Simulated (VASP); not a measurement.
Input:

```xyz
6
Lattice="-3.1847 5.4479 2.9651 3.1847 -5.4479 2.9651 3.1847 5.4479 -2.9651" Properties=species:S:1:pos:R:3 pbc="T T T"
Se     1.9247     4.2150     2.9651
Se     1.2600    -1.2329     2.9651
Se     1.9247     6.6808     0.0000
Se     1.2600     1.2329     0.0000
Si     3.1847     5.4479     1.4825
Si     3.1847     5.4479    -1.4825
```

These are PBE GGA, VASP's PBE PAW potentials (set 64) (plane waves; VASP) values and carry that method's errors. Numerical set-up: 400 eV cut-off, Gaussian smearing of 0.050 eV, potentials Se Si.

Without a dispersion term in the relaxation, distances and binding between the weakly bound layers, chains or molecules are unreliable, and so is what depends on them.

Give the energies of bands 6 to 19 at the high-symmetry points, in eV from the valence-band maximum.

```json
[
 {"band": "6", "Γ": "-6.20", "X": "-5.96", "F0": "-5.95", "Λ0": "-6.21", "R": "-6.51", "W": "-6.51", "S": "-6.49", "T": "-6.01"},
 {"band": "7", "Γ": "-4.59", "X": "-4.35", "F0": "-4.50", "Λ0": "-4.08", "R": "-4.19", "W": "-4.20", "S": "-4.12", "T": "-4.56"},
 {"band": "8", "Γ": "-3.55", "X": "-3.37", "F0": "-3.46", "Λ0": "-4.02", "R": "-4.19", "W": "-4.20", "S": "-4.12", "T": "-3.57"},
 {"band": "9", "Γ": "-3.49", "X": "-3.28", "F0": "-3.33", "Λ0": "-3.86", "R": "-3.32", "W": "-3.33", "S": "-3.39", "T": "-3.33"},
 {"band": "10", "Γ": "-2.65", "X": "-2.40", "F0": "-2.48", "Λ0": "-2.54", "R": "-3.32", "W": "-3.33", "S": "-3.39", "T": "-2.70"},
 {"band": "11", "Γ": "-2.59", "X": "-2.31", "F0": "-2.42", "Λ0": "-2.05", "R": "-1.96", "W": "-1.90", "S": "-1.96", "T": "-2.36"},
 {"band": "12", "Γ": "-1.64", "X": "-1.81", "F0": "-1.86", "Λ0": "-1.99", "R": "-1.96", "W": "-1.90", "S": "-1.96", "T": "-1.78"},
 {"band": "13", "Γ": "-1.49", "X": "-1.71", "F0": "-1.69", "Λ0": "-1.36", "R": "-0.75", "W": "-0.74", "S": "-1.03", "T": "-1.66"},
 {"band": "14", "Γ": "-0.84", "X": "-1.71", "F0": "-1.53", "Λ0": "-0.84", "R": "-0.75", "W": "-0.74", "S": "-1.03", "T": "-1.26"},
 {"band": "15", "Γ": "-0.75", "X": "-1.19", "F0": "-0.98", "Λ0": "-0.79", "R": "-0.65", "W": "-0.70", "S": "-0.58", "T": "-0.99"},
 {"band": "16", "Γ": "-0.28", "X": "-0.12", "F0": "-0.02", "Λ0": "-0.60", "R": "-0.65", "W": "-0.70", "S": "-0.58", "T": "-0.02"},
 {"band": "17", "Γ": "2.85", "X": "2.13", "F0": "2.54", "Λ0": "2.18", "R": "2.45", "W": "2.49", "S": "2.54", "T": "2.90"},
 {"band": "18", "Γ": "3.02", "X": "3.60", "F0": "3.52", "Λ0": "2.72", "R": "2.45", "W": "2.49", "S": "2.54", "T": "3.85"},
 {"band": "19", "Γ": "3.33", "X": "4.09", "F0": "4.34", "Λ0": "3.83", "R": "3.94", "W": "3.83", "S": "4.11", "T": "4.02"}
]
```

The gap is indirect, 2.10 eV, from the valence maximum at Σ0-Γ at 0.14 to the conduction minimum at G0-X at 0.43.

The structure was generated: SiSe2 was put into the SiS2 type (Ibam), which need not be its known phase. It was relaxed first, which changed the volume by +14 %.
